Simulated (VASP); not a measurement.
Here is a VASP 6.6.1 calculation.

Contents of INCAR:

```
ALGO     = Fast           # electronic algorithm
EDIFF    = 1E-7           # SCF threshold, eV
EDIFFG   = -0.01          # ionic threshold
ENCUT    = 600            # plane-wave cutoff, eV
GGA      = RP             # functional
IBRION   = 2              # ionic algorithm
ISIF     = 3              # what is computed and relaxed
ISMEAR   = 1              # smearing method
LASPH    = T              # aspherical terms in the spheres
LCHARG   = F              # write CHGCAR
LREAL    = F              # projectors in reciprocal space
LWAVE    = F              # write WAVECAR
NELM     = 80             # most SCF steps
NSW      = 60             # ionic steps
PREC     = Accurate       # precision mode
SIGMA    = 0.2            # smearing width, eV
```

Contents of KPOINTS:

```
k-points
0
Gamma
  7 7 8
```

File POSCAR:

```
Ag2Au
1.0
    4.5359449400      0.0000000000      0.0000000000
   -2.2679724700      3.9282435500      0.0000000000
    0.0000000000      0.0000000000      3.1644594600
Ag Au
2 1
Direct
    0.3333333300      0.6666666700      0.5148209900
    0.6666666700      0.3333333300      0.4851790100
    0.0000000000      0.0000000000      0.0000000000
```

Potentials or basis: VASP PAW PBE potentials, release 64 (Ag, Au).

The run is started by

```bash
$ cat potpaw_PBE.64/Ag/POTCAR potpaw_PBE.64/Au/POTCAR > POTCAR
$ mpirun -np 1 vasp_std > vasp.out
```

Task: Estimate the band gap on the k mesh.

Result: None (metal or under the smearing width).

Task: What does it give for the space group after relaxing (to 0.05 Å)?

Result: P-3m1 (No. 164).

Task: Estimate the relaxed cell.

Result: a = 4.768 Å, b = 4.768 Å, c = 2.851 Å, α = 90.00°, β = 90.00°, γ = 120.00°.

Step by step:
```csv
step,energy change (eV),largest force (eV/Å),pressure (GPa),volume (Å³)
1,0.0000,0.1075,2.88,56.39
3,-0.1524,0.0513,-4.63,60.94
5,-0.2678,0.0376,-1.59,57.98
7,-0.2793,0.0470,-0.29,56.79
9,-0.2803,0.0469,0.04,56.60
11,-0.2805,0.0466,0.03,56.60
13,-0.2824,0.0613,-0.19,56.77
15,-0.2895,0.0982,-1.07,57.41
17,-0.2931,0.1110,-1.89,58.07
19,-0.2932,0.1096,-1.90,58.07
21,-0.2936,0.1097,-1.92,58.09
23,-0.2950,0.1088,-2.00,58.15
25,-0.2994,0.1019,-2.32,58.41
27,-0.3064,0.0658,-2.59,58.67
29,-0.3278,0.0727,-1.51,57.97
31,-0.3385,0.0394,-1.60,57.83
33,-0.3747,0.0139,0.98,55.48
35,-0.3764,0.0094,0.28,55.96
37,-0.3768,0.0129,-0.11,56.20
39,-0.3769,0.0120,-0.01,56.12
41,-0.3770,0.0113,0.00,56.11
42,-0.3770,0.0097,-0.03,56.13
```

Caveat: the PAW data sets were made with another functional, which shifts forces and pressure a little. Spin-orbit coupling is left out, which matters for the levels of Au.
